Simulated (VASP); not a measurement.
HfIn2Se5:

```
Hf In Se
1.0
     3.96540    0.00000    0.00000
    -1.98270    3.43414    0.00000
     0.00000    0.00000   17.63743
Hf In Se
1 2 5
Cartesian
  0.0000 0.0000 0.0014
  1.9827 1.1447 10.9695
  0.0000 2.2894 6.7077
  0.0000 0.0000 12.2846
  1.9827 1.1447 8.4226
  0.0000 0.0000 5.3196
  0.0000 2.2894 1.4739
  1.9827 1.1447 16.1466
```

The cell was built by a generator and needn't be a form met in nature.

Base run:

- Program: VASP 6.6.1
- Functional: PBE
- Potentials or basis: VASP PAW PBE potentials, release 64 (Hf_pv, In_d, Se)
- Cutoff: 520 eV
- k mesh: 6 × 6 × 1
- Occupations: gaussian, width 0.02 eV
- Spin: no spin polarisation

Its results: band gap on the k mesh 0.75 eV, indirect (least direct gap 0.93 eV); pressure 0.0 GPa; largest force 0.010 eV/Å.

Problem. The run is repeated on the same cell with these changes: functional from PBE to HSE06; further incar settings from ALGO = Normal; EDIFF = 1e-07; NBANDS = 43 to ALGO = Normal; EDIFF = 1e-05; NBANDS = 43. What comes out?

Solution. Band gap on the k mesh 1.51 eV, indirect (least direct gap 1.66 eV); pressure -1.9 GPa; largest force 0.410 eV/Å.

Caveats: spin-orbit coupling is left out, which moves the levels of the heavy elements; an odd mesh through Γ misses points on the zone boundary, where band edges often lie; this functional lacks dispersion, which binds the layers, so the pressure and a relaxed spacing across them are unreliable; the PAW data sets were made with another functional, which shifts forces and pressure a little (some runs).

Not every run made on this cell is shown here.
